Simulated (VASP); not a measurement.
# BiMoI (P4/nmm) in VASP: single point with PBE0

Aim: the single point of BiMoI with PBE0.

All numbers are computed with VASP 6.6.1; they aren't measurements. Logs are shortened: lines on timing, memory, paths and dates and some standing lists are left out, and cuts for length are marked.

## 1. The structure

The structure is tetragonal, space group P4/nmm (No. 129). The conventional cell has a = 4.080 Å, b = 4.080 Å, c = 9.352 Å, α = 90.00°, β = 90.00°, γ = 90.00°. Around Bi (site symmetry 4mm) lie 4 Mo at 2.39 Å. Mo (site symmetry -4m2) is surrounded by 4 Bi at 2.39 Å. I (site symmetry 4mm) has 4 Bi at 3.44 Å and 4 Mo at 3.73 Å as nearest neighbours.

The cell was built by a generator and needn't be a form met in nature.

## 2. Single point, PBE0

Input file POSCAR:

```
BiMoI
1.0
    4.0800210000      0.0000000000      0.0000000000
    0.0000000000      4.0800210000      0.0000000000
    0.0000000000      0.0000000000      9.3520560000
Bi Mo I
2 2 2
Direct
    0.2500000000      0.2500000000      0.1335800000
    0.7500000000      0.7500000000      0.8664200000
    0.2500000000      0.7500000000      0.0000000000
    0.7500000000      0.2500000000      0.0000000000
    0.2500000000      0.2500000000      0.6658600000
    0.7500000000      0.7500000000      0.3341400000
```

Input file INCAR.step1:

```
PREC     = Accurate       # precision mode
ENCUT    = 520            # plane-wave cutoff, eV
EDIFF    = 1E-5           # SCF threshold, eV
ISMEAR   = -1             # smearing method
SIGMA    = 0.1            # smearing width, eV
LREAL    = F              # projectors in reciprocal space
LASPH    = T              # aspherical terms in the spheres
NELM     = 60             # most SCF steps
ALGO     = Normal         # electronic algorithm
ISIF     = 2              # what is computed and relaxed
LWAVE    = T              # write WAVECAR
GGA      = PE             # functional
NBANDS   = 45             # bands
```

Input file INCAR.step2:

```
PREC     = Accurate       # precision mode
ENCUT    = 520            # plane-wave cutoff, eV
EDIFF    = 1E-6           # SCF threshold, eV
ISMEAR   = -1             # smearing method
SIGMA    = 0.1            # smearing width, eV
LREAL    = F              # projectors in reciprocal space
LASPH    = T              # aspherical terms in the spheres
NELM     = 60             # most SCF steps
ALGO     = Normal         # electronic algorithm
ISIF     = 2              # what is computed and relaxed
LWAVE    = F              # write WAVECAR
LCHARG   = T              # write CHGCAR
GGA      = PE             # functional
LHFCALC  = T              # exact exchange
AEXX     = 0.25           # exact-exchange fraction
PRECFOCK = Fast         
HFRCUT   = -1           
LELF     = T              # ELF
LVHAR    = T            
ISTART   = 1            
NBANDS   = 45             # bands
```

Input file KPOINTS:

```
Automatic mesh
0
Gamma
  3 3 1
```

Potentials or basis: VASP PAW PBE potentials, release 64 (Bi_d, Mo_sv, I).

The run is started by

```bash
$ cat potpaw_PBE.64/Bi_d/POTCAR potpaw_PBE.64/Mo_sv/POTCAR potpaw_PBE.64/I/POTCAR > POTCAR
$ cp INCAR.step1 INCAR
$ mpirun -np 1 vasp_std > vasp.out
$ cp INCAR.step2 INCAR
$ mpirun -np 1 vasp_std > vasp.out
```

OUTCAR:

```text
PREC = Accurate
   ENCUT = 520
   EDIFF = 1E-6
   ISMEAR = -1
   LREAL = F
   LASPH = T
   NELM = 60
   ISIF = 2
   GGA = PE
   LHFCALC = T
   AEXX = 0.25
   PRECFOCK = Fast
   ISTART = 1

 ion  position               nearest neighbor table
   1  0.250  0.250  0.134-   3 2.39   4 2.39   3 2.39   4 2.39   6 3.44   6 3.44   6 3.44   6 3.44
                             2 3.82   2 3.82   2 3.82   2 3.82
   2  0.750  0.750  0.866-   3 2.39   4 2.39   4 2.39   3 2.39   5 3.44   5 3.44   5 3.44   5 3.44
                             1 3.82   1 3.82   1 3.82   1 3.82
   3  0.250  0.750  0.000-   1 2.39   2 2.39   1 2.39   2 2.39   4 2.89   4 2.89   4 2.89   4 2.89

   4  0.750  0.250  0.000-   1 2.39   2 2.39   2 2.39   1 2.39   3 2.89   3 2.89   3 2.89   3 2.89

   5  0.250  0.250  0.666-   2 3.44   2 3.44   2 3.44   2 3.44
   6  0.750  0.750  0.334-   1 3.44   1 3.44   1 3.44   1 3.44

  LATTYP: Found a simple tetragonal cell.
 ALAT       =     4.0800210000
 C/A-ratio  =     2.2921587904

  Lattice vectors:

 A1 = (   4.0800210000,   0.0000000000,   0.0000000000)
 A2 = (   0.0000000000,   4.0800210000,   0.0000000000)
 A3 = (   0.0000000000,   0.0000000000,   9.3520560000)

Analysis of symmetry for initial positions (statically):
=====================================================================
 Subroutine PRICEL returns:
 Original cell was already a primitive cell.

 Routine SETGRP: Setting up the symmetry group for a
 simple tetragonal supercell.

 Subroutine GETGRP returns: Found 16 space group operations
 (whereof  4 operations were pure point group operations)
 out of a pool of 16 trial point group operations.

The static configuration has the point symmetry C_2h.
 The point group associated with its full space group is D_4h.

Analysis of symmetry for dynamics (positions and initial velocities):
=====================================================================
 Subroutine PRICEL returns:
 Original cell was already a primitive cell.

 Routine SETGRP: Setting up the symmetry group for a
 simple tetragonal supercell.

 Subroutine GETGRP returns: Found 16 space group operations
 (whereof  4 operations were pure point group operations)
 out of a pool of 16 trial point group operations.

The dynamic configuration has the point symmetry C_2h.
 The point group associated with its full space group is D_4h.

 Subroutine INISYM returns: Found 16 space group operations
 (whereof  4 operations are pure point group operations),
 and found     1 'primitive' translations

----------------------------------------------------------------------------------------

                                     Primitive cell

  volume of cell :     155.6797

  direct lattice vectors                    reciprocal lattice vectors
     4.080021000  0.000000000  0.000000000     0.245096778  0.000000000  0.000000000
     0.000000000  4.080021000  0.000000000     0.000000000  0.245096778  0.000000000
     0.000000000  0.000000000  9.352056000     0.000000000  0.000000000  0.106928359

  length of vectors
     4.080021000  4.080021000  9.352056000     0.245096778  0.245096778  0.106928359

  position of ions in fractional coordinates (direct lattice)
     0.250000000  0.250000000  0.133580000
     0.750000000  0.750000000  0.866420000
     0.250000000  0.750000000  0.000000000
     0.750000000  0.250000000  0.000000000
     0.250000000  0.250000000  0.665860000
     0.750000000  0.750000000  0.334140000

  ion indices of the primitive-cell ions
   primitive index   ion index
                 1           1
                 2           2
                 3           3
                 4           4
                 5           5
                 6           6

----------------------------------------------------------------------------------------

 KPOINTS: Automatic mesh

Automatic generation of k-mesh.
 Grid dimensions read from file:
 generate k-points for:    3    3    1

 Generating k-lattice:

  Cartesian coordinates                     Fractional coordinates (reciprocal lattice)
     0.081698926  0.000000000  0.000000000     0.333333333  0.000000000  0.000000000
     0.000000000  0.081698926  0.000000000     0.000000000  0.333333333  0.000000000
     0.000000000  0.000000000  0.106928359     0.000000000  0.000000000  1.000000000

  Length of vectors
     0.081698926  0.081698926  0.106928359

  Shift w.r.t. Gamma in fractional coordinates (k-lattice)
     0.000000000  0.000000000  0.000000000

 Subroutine IBZKPT returns following result:
 ===========================================

 Found      3 irreducible k-points:

 Following reciprocal coordinates:
            Coordinates               Weight
  0.000000  0.000000  0.000000      1.000000
  0.333333  0.000000  0.000000      4.000000
  0.333333  0.333333  0.000000      4.000000
   k-points           NKPTS =      3   k-points in BZ     NKDIM =      9   number of bands    NBANDS=     45
   number of dos      NEDOS =    301   number of ions     NIONS =      6
   total plane-waves  NPLWV =  63000
   dimension x,y,z NGX =    30 NGY =   30 NGZ =   70
   dimension x,y,z NGXF=    60 NGYF=   60 NGZF=  140
   ions per type =               2   2   2
   NGX,Y,Z   is equivalent  to a cutoff of  12.22, 12.22, 12.44 a.u.
   NGXF,Y,Z  is equivalent  to a cutoff of  24.45, 24.45, 24.89 a.u.
 SYSTEM =  unknown system
   PREC   = accura    normal or accurate (medium, high low for compatibility)
   ISTART =      1    job   : 0-new  1-cont  2-samecut
   ICHARG =      0    charge: 1-file 2-atom 10-const
   ISPIN  =      1    spin polarized calculation?
   LNONCOLLINEAR =      F non collinear calculations
   LSORBIT =      F    spin-orbit coupling
   LASPH  =      T    aspherical Exc in radial PAW
   ENCUT  =  520.0 eV  38.22 Ry    6.18 a.u.   7.59  7.59 17.39*2*pi/ulx,y,z
   NELM   =     60;   NELMIN=  2; NELMDL=  0     # of ELM steps
   EDIFF  = 0.1E-05   stopping-criterion for ELM
   LREAL  =      F    real-space projection
   EDIFFG = 0.1E-04   stopping-criterion for IOM
   NSW    =      0    number of steps for IOM
   IBRION =     -1    ionic relax: 0-MD 1-quasi-New 2-CG
   NFREE  =      0    steps in history (QN), initial steepest desc. (CG)
   ISIF   =      2    stress and relaxation
   ISYM   =      3    0-nonsym 1-usesym 2-fastsym
   POTIM  = 0.5000    time-step for ionic-motion
   TEBEG  =    0.0;   TEEND  =   0.0 temperature during run
   PSTRESS=    0.0 pullay stress
   NELECT =      72.0000    total number of electrons
   NUPDOWN=      -1.0000    fix difference up-down
   EMIN   =  10.00;   EMAX   =-10.00  energy-range for DOS
   EFERMI =   0.00;   METHOD = LEGACY
   ISMEAR =    -1;   SIGMA  =   0.10  broadening in eV -4-tet -1-fermi 0-gaus
   EFERMI_NEDOS =   21; number of points for ismear=-14 and -15
   IALGO  =     38    algorithm
   IMIX   =      1    mixing-type and parameters
     AMIX     =   0.40;   BMIX     =  1.00
     AMIX_MAG =   1.60;   BMIX_MAG =  1.00
  volume/ion in A,a.u.               =      25.95       175.10
  Fermi-wavevector in a.u.,A,eV,Ry     =   1.266023  2.392437 21.807622  1.602815
  Thomas-Fermi vector in A             =   2.399246
   LORBIT       =      0    0 simple, 1 ext, 2 COOP (PROOUT), +10 PAW based schemes
   GGA     = PE    functional components
   LHFCALC =     T    Hartree Fock is set to
   PRECFOCK=fast      Normal, Fast or Accurate (Low or Medium for compatibility)
   ENCUT4O =  -1.0   cutoff for four orbital integrals eV
   NKREDX  =     1    reduce k-point grid by
   NKREDY  =     1    reduce k-point grid by
   NKREDZ  =     1    reduce k-point grid by
   AEXX    =    0.2500 exact exchange contribution
   HFSCREEN=    0.0000 screening length (either q_TF or 0.3 A-1)
   HFSCREENC=   0.0000 screening length for correlation (either q_TF or 0.3 A-1)
   ENCUTFOCK=  -1.0 apply spherical cutoff to Coloumb kernel
   IVDW    =     0    specifies the selected vdW correction
   LEPSILON=     F    determine dielectric tensor
   LRPA    =     F    only Hartree local field effects (RPA)
 non-spin polarized calculation
  energy-cutoff  :      520.00
  volume of cell :      155.68
 maximum number of plane-waves:      4219
 NGX is ok and might be reduce to    30
  NGX = 16; NGY = 16; NGZ = 36

 number of electron      71.9999992 magnetization

 Free energy of the ion-electron system (eV)
  ---------------------------------------------------
  ext. energy  EPLUGINS =         0.00000000
  ---------------------------------------------------
  free energy    TOTEN  =       -29.94792401 eV

  energy without entropy =      -29.93241514  energy(sigma->0) =      -29.94016958

 E-fermi :   7.3877     XC(G=0):  -8.0801

 val. band max:        6.9364020527   @ k =   0.3333   0.0000   0.0000
 cond. band min:       7.8346642848   @ k =   0.3333   0.0000   0.0000
 fundamental gap:      0.8982622321
 Fermi energy:         7.3876622477

 k-point     1 :       0.0000    0.0000    0.0000
  band No.  band energies     occupation
      1     -57.8001      2.00000
      2     -57.6270      2.00000
      3     -31.1940      2.00000
      4     -31.1940      2.00000
      5     -30.6726      2.00000
      6     -30.4920      2.00000
[... 37 lines left out ...]
     44      13.8057      0.00000
     45      14.0680      0.00000

 k-point     2 :       0.3333    0.0000    0.0000
  band No.  band energies     occupation
      1     -57.7471      2.00000
      2     -57.6723      2.00000
      3     -31.0428      2.00000
      4     -31.0311      2.00000
      5     -30.6729      2.00000
      6     -30.6686      2.00000
[... 37 lines left out ...]
     44      13.8693      0.00000
     45      14.7593      0.00000

 k-point     3 :       0.3333    0.3333    0.0000
  band No.  band energies     occupation
      1     -57.7273      2.00000
      2     -57.6944      2.00000
      3     -31.2799      2.00000
      4     -31.1038      2.00000
      5     -30.6166      2.00000
      6     -30.5728      2.00000
[... 37 lines left out ...]
     44      12.3376      0.00000
     45      15.1720      0.00000

------------------------ aborting loop because EDIFF is reached ----------------------------------------

  FORCE on cell =-STRESS in cart. coord.  units (eV):
  Direction    XX          YY          ZZ          XY          YZ          ZX
  --------------------------------------------------------------------------------------
  -------------------------------------------------------------------------------------
  Total       45.6346893     45.6346893     27.1643673      0.0000000      0.0000000      0.0000000
  in kB      469.6494144    469.6494144    279.5620912      0.0000000      0.0000000      0.0000000
  external PRESSURE =     406.2869733 kB  Pullay stress =       0.0000000 kB

 VOLUME and BASIS-vectors are now :
 -----------------------------------------------------------------------------
  energy-cutoff  :      520.00
  volume of cell :      155.68
      direct lattice vectors                 reciprocal lattice vectors
     4.080021000  0.000000000  0.000000000     0.245096778  0.000000000  0.000000000
     0.000000000  4.080021000  0.000000000     0.000000000  0.245096778  0.000000000
     0.000000000  0.000000000  9.352056000     0.000000000  0.000000000  0.106928359

 POSITION                                       TOTAL-FORCE (eV/Angst)
 -----------------------------------------------------------------------------------
      1.02001      1.02001      1.24925        -0.000000      0.000000     10.437318
      3.06002      3.06002      8.10281         0.000000     -0.000000    -10.437318
      1.02001      3.06002      0.00000        -0.000000     -0.000000      0.000000
      3.06002      1.02001      0.00000         0.000000      0.000000      0.000000
      1.02001      1.02001      6.22716         0.000000     -0.000000     -0.551006
      3.06002      3.06002      3.12490         0.000000     -0.000000      0.551006
 -----------------------------------------------------------------------------------
    total drift:                               -0.000003      0.000002      0.000001

  FREE ENERGIE OF THE ION-ELECTRON SYSTEM (eV)
  ---------------------------------------------------
  free  energy   TOTEN  =       -29.9479240061 eV

  energy  without entropy=      -29.9324151445  energy(sigma->0) =      -29.94016958
```

It took 4.6 min on 1 thread of Intel Xeon Platinum 8488C (Sapphire Rapids), shared host; peak memory 0.26 GiB.

What came out:

```yaml
Free_energy: -29.9479 eV
Pressure: 40.6 GPa
Largest_force: 10.437 eV/Å
Band_gap_on_the_k_mesh: none (metal or under the smearing width)
```

Forces on the atoms (eV/Å):
```
Bi    0.000   0.000  10.437
Bi    0.000   0.000 -10.437
Mo    0.000   0.000   0.000
Mo    0.000   0.000   0.000
I     0.000   0.000  -0.551
I     0.000   0.000   0.551
```

Caveat: the k mesh is coarse (spacing up to 0.67 Å⁻¹), so the values aren't converged, least of all with exact exchange; a pressure of tens of GPa on the cell as given is suspect, and the run, the potentials or the cell itself is likely at fault; the PAW data sets were made with another functional, which shifts forces and pressure a little; spin-orbit coupling is left out, which moves the levels of the heavy elements; this functional lacks dispersion, which binds the layers, so the pressure and a relaxed spacing across them are unreliable.
